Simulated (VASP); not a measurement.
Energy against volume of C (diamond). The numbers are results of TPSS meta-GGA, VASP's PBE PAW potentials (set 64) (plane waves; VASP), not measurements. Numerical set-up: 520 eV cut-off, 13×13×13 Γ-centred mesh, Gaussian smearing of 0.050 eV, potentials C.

```json
[
 {"V (Å³/atom)": "5.524", "E (eV/atom)": "-10.44141"},
 {"V (Å³/atom)": "5.695", "E (eV/atom)": "-10.44908"},
 {"V (Å³/atom)": "5.866", "E (eV/atom)": "-10.44288"},
 {"V (Å³/atom)": "6.037", "E (eV/atom)": "-10.42469"}
]
```

Question: Fit these four points and predict the energy of the run at 5.354 Å³/atom.

Answer: A cubic in V^(−2/3), the third-order Birch-Murnaghan form, passes through the four points with V0 = 5.70 Å³/atom and B0 = 431 GPa, and gives -10.4178 eV/atom there. The run gave -10.4178 eV/atom, -0.1 meV/atom from the fit; all five points give B0 = 430 GPa.

The compound is C in the diamond structure. It was relaxed first.
